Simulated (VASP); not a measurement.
Here is a VASP 6.6.1 calculation.

INCAR

```
SYSTEM = Be4TeSe3
PREC = Accurate
ENCUT = 520
EDIFF = 1E-7
ISMEAR = 0
SIGMA = 0.03
LREAL = .False.
LASPH = .True.
NELM = 120
ALGO = Normal
ISIF = 3
LWAVE = .False.
LCHARG = .False.
GGA = PE
IBRION = 2
NSW = 60
EDIFFG = -0.005
POTIM = 0.3
KPAR = 2
```

File KPOINTS:

```
regular mesh
0
Gamma
  6 6 6
  0 0 0
```

POSCAR

```
Be4TeSe3                                
1.0
    5.3080355046     -0.0000000000      0.0000000000
   -0.0000000000      5.3080355046      0.0000000000
    0.0000000000     -0.0000000000      5.3080355046
  Be              Te              Se            
     4     1     3
Direct
     0.2402282319192713    0.2402282319192713    0.2402282319192713
     0.7597717680807287    0.7597717680807287    0.2402282319192713
     0.7597717680807287    0.2402282319192713    0.7597717680807287
     0.2402282319192713    0.7597717680807287    0.7597717680807287
     0.5000000000000000    0.5000000000000000    0.5000000000000000
     0.5000000000000000    1.0000000000000000    1.0000000000000000
     1.0000000000000000    0.5000000000000000    1.0000000000000000
     1.0000000000000000    0.0000000000000000    0.5000000000000000
```

Potentials or basis: VASP PAW PBE potentials, release 64 (Be, Te, Se).

The run is started by

```bash
$ cat potpaw_PBE.64/Be/POTCAR potpaw_PBE.64/Te/POTCAR potpaw_PBE.64/Se/POTCAR > POTCAR
$ mpirun -np 2 vasp_std > vasp.out
```

(1) Estimate the relaxed volume.

(2) Estimate the relaxed cell.

(3) What does it give for the space group after relaxing (to 0.05 Å)?

Answers

(1) 18.71 Å³/atom.

(2) a = 5.309 Å, b = 5.309 Å, c = 5.309 Å, α = 90.00°, β = 90.00°, γ = 90.00°.

(3) P-43m (No. 215).
